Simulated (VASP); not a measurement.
Consider the following.

```
Nb3Sn
1.0
    0.00000     3.54915     3.54915
    3.54915     0.00000     3.54915
    3.54915     3.54915     0.00000
Sn Nb
1 3
Direct
  0.00000   0.00000   0.00000
  0.50000   0.50000   0.50000
  0.25000   0.25000   0.25000
  0.75000   0.75000   0.75000
```

Calculation: PBE GGA, VASP's PBE PAW potentials (set 64) (plane waves; VASP). Settings: 400 eV cut-off, 7×7×7 Γ-centred mesh, first-order Methfessel-Paxton smearing of 0.10 eV, potentials Sn_d Nb_sv.

Q: Give the stress tensor in GPa (positive for a compressed cell).

A: 
```
-19.35    0.00    0.00
  0.00  -19.35    0.00
  0.00    0.00  -19.35
```
The pressure is its mean diagonal, -19.35 GPa.

The structure was generated: Nb3Sn was put into the D03 type (Fm-3m), which need not be its known phase. The cell was not relaxed at this level. The electron count is odd and the run is not spin-polarised, which forces a metal.
